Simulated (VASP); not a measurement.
Energy against volume of AlN (wurtzite). Level of theory: LDA (Ceperley-Alder, Perdew-Zunger), VASP's LDA PAW potentials (set 64) (plane waves; VASP 6.6.1). Run with 520 eV cut-off, 10×10×6 Γ-centred mesh, Gaussian smearing of 0.050 eV, potentials Al N.

Shape and ions are relaxed at each volume.

| V (Å³/atom) | E (eV/atom) |
|---|---|
| 9.628 | -8.18331 |
| 9.936 | -8.20386 |
| 10.243 | -8.21034 |
| 10.550 | -8.20466 |

**Question.** Fit these four points and predict the energy of the run at 10.858 Å³/atom.

**Answer.** A cubic in V^(−2/3), the third-order Birch-Murnaghan form, passes through the four points with V0 = 10.25 Å³/atom and B0 = 211 GPa, and gives -8.1883 eV/atom there. The run gave -8.1885 eV/atom, -0.1 meV/atom from the fit; all five points give B0 = 211 GPa.

The compound is AlN in the wurtzite structure. It was relaxed first.
